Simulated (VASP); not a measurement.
# RPA total energies of SiC (Moissanite 3C), part 6 of 6

Wanted: where the RPA puts the energy minimum of SiC (Moissanite 3C). The scan starts from a database cell scaled to its smallest volume. The cell is of the zinc-blende type. The start is a cell from a database of measured crystal structures.

VASP 6.6.1, plane waves and PAW; the level of theory is named at each step.

So far. Step 31 (Exact exchange, volume ratio 1.06): The Hartree-Fock energy on these orbitals is -12.4866 eV an atom. Step 32 (Empty bands, volume ratio 1.06): WAVECAR now holds 528 bands for 8 electrons.

## (33) RPA correlation, volume ratio 1.06

This step: RPA correlation on LDA orbitals; plane waves and PAW (Si_GW, C_GW) (VASP 6.6.1).

RPA correlation at this point.

The input, INCAR:

```
SYSTEM = SiC
PREC = Accurate
ENCUT = 460
ISMEAR = 0
SIGMA = 0.05
LREAL = .FALSE.
GGA = CA
NBANDS = 528
ALGO = ACFDT
ENCUTGW = 160
NOMEGA = 12
PRECFOCK = Fast
LWAVE = .FALSE.
LCHARG = .FALSE.
```

The input, POSCAR:

```
SiC
1.0
    0.0000000000      2.2217363401      2.2217363401
    2.2217363401      0.0000000000      2.2217363401
    2.2217363401      2.2217363401      0.0000000000
Si C
1 1
Direct
    0.0000000000      0.0000000000      0.0000000000
    0.7500000000      0.7500000000      0.7500000000
```

The input, KPOINTS:

```
Automatic mesh
0
Gamma
6 6 6
0 0 0
```

PAW data sets: Si_GW and C_GW (LDA family, release 64).

On the command line:

```bash
> mpirun -np 4 vasp_std
```

The log of the run:

```text
[banner, memory and clock lines left out]
running    4 mpi-ranks, on    1 nodes
[...]
LDA part: xc-table for (Slater(with rela. corr.)+CA(PZ))
 , standard interpolation
 found WAVECAR, reading the header
 POSCAR, INCAR and KPOINTS ok, starting setup
[...]
reading WAVECAR
 the WAVECAR file was read successfully
 initial charge from wavefunction
 available memory per node:    144.88 GB, setting MAXMEM to    148359

 The Fermi energy was updated, please check that it is located mid-gap
 values below the HOMO (VB) or above the LUMO (CB) will cause erroneous energies
 E-fermi :   7.7858

 the WAVEDER file was read successfully
 set NWRITE>2 for more details about minimax calculation
 number of imaginary grid points requested:      12
 number of distinct grids requested:  1
 quadrature errors minimized for energies in [ 0.135E+01, 0.462E+03 ]
 bosonic grid (T=0, re) determined with error: 0.9286E-07
 bosonic grid (re): 0.9286E-07
       0.3265       1.0656       2.0945       3.7221       6.4782
[...]
NQ=  10    0.3333    0.3333    0.0000,
|.........|.........|.........|.........
 performed      53080000 updates of chi_q(r,r)
 total number of BLAS operations       4515.36 Gflops
NQ=  11    0.5000    0.3333    0.0000,
|.........|.........|.........|.........
 performed      58388000 updates of chi_q(r,r)
 total number of BLAS operations       4957.24 Gflops
NQ=  12   -0.3333    0.3333    0.0000,
|.........|.........|.........|.........
 performed      63696000 updates of chi_q(r,r)
 total number of BLAS operations       5390.50 Gflops
NQ=  13    0.5000    0.5000    0.0000,
|.........|.........|.........|.........
 performed      69004000 updates of chi_q(r,r)
 total number of BLAS operations       5885.89 Gflops
NQ=  14    0.5000    0.3333    0.1667,
|.........|.........|.........|.........
 performed      74312000 updates of chi_q(r,r)
 total number of BLAS operations       6319.14 Gflops
NQ=  15   -0.3333    0.3333    0.1667,
|.........|.........|.........|.........
 performed      79620000 updates of chi_q(r,r)
 total number of BLAS operations       6778.52 Gflops
NQ=  16   -0.3333    0.5000    0.1667,
|.........|.........|.........|.........
 performed      84928000 updates of chi_q(r,r)
 total number of BLAS operations       7237.90 Gflops
 entering main loop
```

It took 3 min on 4 MPI ranks of Intel Xeon Platinum 8375C at 2.90GHz (Ice Lake), shared host; peak memory 1.6 GiB.

Parts of OUTCAR (step 33):

```text
      cutoff energy     smooth cutoff   RPA   correlation   Hartree contr. to MP2
---------------------------------------------------------------------------------
            160.000           128.000      -12.0513159566      -19.6649113303
            152.381           121.905      -11.9682995676      -19.5706104719
            145.125           116.100      -11.8789109907      -19.4680553738
            138.214           110.571      -11.7849474672      -19.3592052996
            131.632           105.306      -11.6842760145      -19.2413945217
            125.364           100.291      -11.5778780708      -19.1156776844
            119.394            95.516      -11.4664557610      -18.9825942736
            113.709            90.967      -11.3470770537      -18.8385458442
  linear regression

[... 2 parts as in an earlier step ...]

[... 2 further parts left out ...]
[key lines of the parts left out:]
E-fermi :   7.7858
```

The correlation energy is -6.5499 eV an atom, -12 meV against the point before. With exact exchange the total is -19.0365 eV an atom.

## (34) Comparison: r2SCAN, volume ratio 1.06

This step: r2SCAN; plane waves and PAW (Si_GW, C_GW) (VASP 6.6.1).

The comparison at this point.

The input, INCAR:

```
SYSTEM = SiC
PREC = Accurate
ENCUT = 460
EDIFF = 1E-06
NELM = 100
ISMEAR = 0
SIGMA = 0.05
LREAL = .FALSE.
ALGO = Normal
METAGGA = R2SCAN
LASPH = .TRUE.
NBANDS = 10
LWAVE = .FALSE.
LCHARG = .FALSE.
KPAR = 4
```

POSCAR is that of step 33.

KPOINTS is that of step 33.

On the command line:

```bash
> mpirun -np 4 vasp_std
```

The log of the run:

```text
[... set-up lines as in an earlier step ...]
 entering main loop
       N       E                     dE             d eps       ncg     rms          rms(c)
DAV:   1    -0.394592E+02   -0.39459E+02   -0.48180E+03   370   0.809E+02
DAV:   2    -0.622443E+02   -0.22785E+02   -0.21208E+02   486   0.147E+02
DAV:   3    -0.628136E+02   -0.56924E+00   -0.56821E+00   378   0.181E+01
DAV:   4    -0.628258E+02   -0.12196E-01   -0.12191E-01   456   0.342E+00
[...]
DAV:   9    -0.593048E+02   -0.54089E-04   -0.42577E-04   408   0.180E-01    0.387E-02
DAV:  10    -0.593049E+02   -0.54578E-04   -0.84838E-05   416   0.992E-02    0.368E-03
DAV:  11    -0.593049E+02   -0.78378E-06   -0.18616E-06   424   0.120E-02
   1 F= -.59304904E+02 E0= -.59304904E+02  d E =-.806391E-20
```

Run time: 9.2 s. Hardware: 4 MPI ranks; peak memory 0.5 GiB; 26 s of CPU time.

Parts of OUTCAR (step 34):

```text
  Total       -1.8078199     -1.8078199     -1.8078199      0.0000000      0.0000000     -0.0000000
  in kB     -132.0560164   -132.0560164   -132.0560164      0.0000000      0.0000000     -0.0000000
  external PRESSURE =    -132.0560164 kB  Pullay stress =       0.0000000 kB

 POSITION                                       TOTAL-FORCE (eV/Angst)
 -----------------------------------------------------------------------------------
      0.00000      0.00000      0.00000         0.000000     -0.000000     -0.000000
      3.33260      3.33260      3.33260        -0.000000      0.000000      0.000000
 -----------------------------------------------------------------------------------
    total drift:                                0.000001      0.000001      0.000001

  FREE ENERGIE OF THE ION-ELECTRON SYSTEM (eV)
  ---------------------------------------------------
  free  energy   TOTEN  =       -59.3049035344 eV

  energy  without entropy=      -59.3049035344  energy(sigma->0) =      -59.30490353

[... 2 parts as in an earlier step ...]

[... 1 further part left out ...]
[key lines of the parts left out:]
E-fermi :   7.5124
```

Its energy is -29.6525 eV an atom, on a zero of its own.

## (35) Orbitals for comparison: HSE06, volume ratio 1.06

This step: LDA; plane waves and PAW (Si_GW, C_GW) (VASP 6.6.1).

Starting orbitals, as before.

The input, INCAR:

```
SYSTEM = SiC
PREC = Accurate
ENCUT = 460
EDIFF = 1E-05
NELM = 100
ISMEAR = 0
SIGMA = 0.05
LREAL = .FALSE.
ALGO = Normal
GGA = CA
NBANDS = 10
LORBIT = 11
LWAVE = .TRUE.
LCHARG = .FALSE.
KPAR = 4
```

POSCAR is that of step 34.

KPOINTS is that of step 34.

On the command line:

```bash
> mpirun -np 4 vasp_std
```

The log of the run:

```text
[... set-up lines as in an earlier step ...]
 entering main loop
       N       E                     dE             d eps       ncg     rms          rms(c)
[... 10 cycles as in an earlier step ...]
DAV:  11    -0.165592E+02    0.95927E-06   -0.68540E-06   238   0.204E-02
   1 F= -.16559160E+02 E0= -.16559160E+02  d E =-.951985E-13
 writing wavefunctions
```

Elapsed: 3.8 s, on 4 MPI ranks; peak memory 0.46 GiB.

Parts of OUTCAR (step 35):

```text
  Total       -2.1620587     -2.1620587     -2.1620587      0.0000000      0.0000000     -0.0000000
  in kB     -157.9321379   -157.9321379   -157.9321379      0.0000000      0.0000000     -0.0000000
  external PRESSURE =    -157.9321379 kB  Pullay stress =       0.0000000 kB

  FREE ENERGIE OF THE ION-ELECTRON SYSTEM (eV)
  ---------------------------------------------------
  free  energy   TOTEN  =       -16.5591599450 eV

  energy  without entropy=      -16.5591599450  energy(sigma->0) =      -16.55915994

[... 3 parts as in an earlier step ...]

[... 1 further part left out ...]
[key lines of the parts left out:]
E-fermi :   7.3464
```

The run ends at a pressure of -15.79 GPa.

## (36) Comparison: HSE06, volume ratio 1.06

This step: HSE06; plane waves and PAW (Si_GW, C_GW) (VASP 6.6.1).

The comparison at this point.

The input, INCAR:

```
SYSTEM = SiC
PREC = Accurate
ENCUT = 460
EDIFF = 1E-06
NELM = 100
ISMEAR = 0
SIGMA = 0.05
LREAL = .FALSE.
ALGO = Normal
LHFCALC = .TRUE.
AEXX = 0.25
GGA = PE
HFSCREEN = 0.2
LASPH = .TRUE.
NBANDS = 10
PRECFOCK = Fast
LWAVE = .FALSE.
LCHARG = .FALSE.
KPAR = 4
```

POSCAR is that of step 35.

KPOINTS is that of step 35.

The WAVECAR or CHGCAR of an earlier step is read.

On the command line:

```bash
> mpirun -np 4 vasp_std
```

The log of the run:

```text
[... set-up lines as in an earlier step ...]
 entering main loop
       N       E                     dE             d eps       ncg     rms          rms(c)
DAV:   1    -0.173890E+02   -0.17389E+02   -0.68802E-01   354   0.943E+00    0.437E-01
DAV:   2    -0.173906E+02   -0.16334E-02   -0.98231E-03   426   0.887E-01    0.292E-01
DAV:   3    -0.173890E+02    0.15986E-02   -0.18855E-03   408   0.248E-01    0.176E-01
DAV:   4    -0.173886E+02    0.39252E-03   -0.42844E-04   486   0.155E-01    0.106E-01
[...]
DAV:   8    -0.173884E+02    0.47719E-05   -0.16409E-06   260   0.157E-02    0.121E-02
DAV:   9    -0.173884E+02    0.12619E-05   -0.69083E-07   196   0.874E-03    0.712E-03
DAV:  10    -0.173884E+02    0.42688E-06   -0.29586E-07   172   0.555E-03
   1 F= -.17388405E+02 E0= -.17388405E+02  d E =-.204998E-10
```

Elapsed: 48 s, on 4 MPI ranks; peak memory 0.88 GiB; 3 min of CPU time.

Parts of OUTCAR (step 36):

```text
 POSITION                                       TOTAL-FORCE (eV/Angst)
 -----------------------------------------------------------------------------------
      0.00000      0.00000      0.00000         0.000000      0.000000      0.000000
      3.33260      3.33260      3.33260        -0.000000     -0.000000     -0.000000
 -----------------------------------------------------------------------------------
    total drift:                               -0.000002      0.000001     -0.000000

  FREE ENERGIE OF THE ION-ELECTRON SYSTEM (eV)
  ---------------------------------------------------
  free  energy   TOTEN  =       -17.3884046882 eV

  energy  without entropy=      -17.3884046882  energy(sigma->0) =      -17.38840469

[... 2 parts as in an earlier step ...]

[... 1 further part left out ...]
[key lines of the parts left out:]
E-fermi :   6.9221
```

Its energy is -8.6942 eV an atom, on a zero of its own.

## (37) Summary

This step: exact exchange and RPA correlation on LDA orbitals, beside r2SCAN, beside HSE06; plane waves and PAW (VASP 6.6.1).

No new run; the numbers come from the runs before.

This step gave:

```
equilibrium volume, EXX+RPA : 10.48 Å³/atom
bulk modulus                : 223.5 GPa
```

Table of energy above the lowest point by volume; values in meV/atom:

```tsv
volume (Å³/atom)	LDA	EXX	EXX+RPA	r2SCAN	HSE06
9.518	32.6	51.2	70.3	48.6	44.0
9.932	3.90	10.4	21.0	10.3	8.25
10.242	0	0	3.11	0	0
10.553	9.64	5.05	0	3.79	5.94
10.967	39.5	31.7	14.4	26.8	31.9
```

Cost is wall time times ranks on a shared host; the RPA row holds all its steps. Fits of the equation of state:

```tsv
level	V0 (Å³/atom)	B0 (GPa)	fit error (meV/atom)	minimum inside the series	cost a point (core minutes)
LDA	10.17	228.6	0.08218	yes	0.26
EXX	10.29	252.3	0.07373	yes	1.49
EXX+RPA	10.48	223.5	0.09017	yes	11.39
r2SCAN	10.31	227.6	0.07411	yes	0.54
HSE06	10.26	233	0.07399	yes	3.42
```

## (38) Summary of results

| Item | Value |
| --- | --- |
| LDA | V0 10.17 Å³/atom, B0 229 GPa |
| EXX | V0 10.29 Å³/atom, B0 252 GPa |
| EXX+RPA | V0 10.48 Å³/atom, B0 223 GPa |
| r2SCAN | V0 10.31 Å³/atom, B0 228 GPa |
| HSE06 | V0 10.26 Å³/atom, B0 233 GPa |

In words: Exact exchange with RPA correlation puts the minimum at 10.48 Å³ an atom, with a bulk modulus of 223 GPa. LDA puts the volume 2.9 % below EXX+RPA, at roughly 1/44 of its cost. r2SCAN puts the volume 1.6 % below EXX+RPA, at roughly 1/21 of its cost. HSE06 puts the volume 2.0 % below EXX+RPA, at roughly 1/3 of its cost. Correlation widens the exact-exchange volume by 1.8 %. Exact exchange and correlation are taken on one coarse mesh and aren't self-consistent; the correlation energy is extrapolated in the response cutoff by the program, which at the first volume adds -559 meV an atom to the value at the highest cutoff and varies with the volume; a small fit error says nothing about that part. NBANDS follows the largest plane-wave count of any k point, which rises in steps with the volume. The cheaper functionals share the mesh. Not tabulated here, as repeats of values shown or as unfit to read for their mesh, reference level or band range: eps2 curves (empty bands); eps1 curves and static values (empty bands); gaps (empty bands).

[Long decimals in the printed logs are rounded to 6 places.]

[Lines on the potential files, build, host, timing and source positions are cut from VASP's logs without a mark.]

[Logs are printed without paths, hosts, clocks, repeated set-up lines and the standing remarks that a program may print on its own settings, such as how far it seeks lower states.]

[Hosts, paths, dates, database ids (printed as entryN), source tags and the programs' standing remarks are cut or masked in the printed files.]

[Measured values are set beside computed ones only where the two were judged alike; some that the calculation misses by far are left out.]

[Pressures printed for these runs are not shown converged in the cutoff: they can be off by several GPa and have the wrong sign.]
